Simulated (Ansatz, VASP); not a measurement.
BiAu: VASP beside Ansatz

INCAR

```
PREC = Accurate ; ENCUT = 520
EDIFF = 1E-7 ; ISMEAR = 0
SIGMA = 0.05 ; LREAL = F
LASPH = T ; NELM = 60
ALGO = Fast ; ISIF = 2
LWAVE = F ; LCHARG = F
GGA = PE ; NBANDS = 20
```

File KPOINTS:

```
Automatic mesh
0
Gamma
  10 10 10
```

POSCAR

```
BiAu
1.0
    0.0000000000      2.9296066994      2.9296066994
    2.9296066994      0.0000000000      2.9296066994
    2.9296066994      2.9296066994      0.0000000000
Au Bi
1 1
Direct
    0.5000000000      0.5000000000      0.5000000000
    0.0000000000      0.0000000000      0.0000000000
```

Input for Ansatz:

```yaml
crystal:
  lattice:
    - [0.0, 2.9296066994, 2.9296066994]
    - [2.9296066994, 0.0, 2.9296066994]
    - [2.9296066994, 2.9296066994, 0.0]
  atoms:
    - { symbol: Au, position: [0.5, 0.5, 0.5] }
    - { symbol: Bi, position: [0.0, 0.0, 0.0] }
basis:
  ecutwfc: 420
  ecutrho_ratio: 4
kpoints:
  mp_grid: { grid: [10, 10, 10] }
hamiltonian:
  xc: pbe
scf:
  occupations: { method: gaussian, width: 0.05 }
output:
  forces: true
  stress: true
  eigenvalues: true
```

Alike in both runs: task single point; functional PBE; k mesh 10 × 10 × 10; occupations gaussian, width 0.05 eV; no spin polarisation.

|  | VASP | Ansatz |
| --- | --- | --- |
| version | VASP 6.6.1 | Ansatz 0.2.0 |
| potentials or method | VASP PAW PBE potentials, release 64 (Au, Bi_d) | scalar-relativistic, plane waves, PAW |
| plane-wave cutoff (eV) | 520 | 420 |
| valence electrons in the cell | 26 | 34 |

```tsv
	VASP	Ansatz	Ansatz less VASP
gap on the k mesh at the Fermi level (eV)	none	none	-
pressure (GPa)	3.3	3.3	+0.09
```

A gap of «none» marks a metal or a gap that the smearing closes. The two sets of potentials don't hold the same shells in valence.

Caveats: spin-orbit coupling is left out, which moves the levels of the heavy elements.
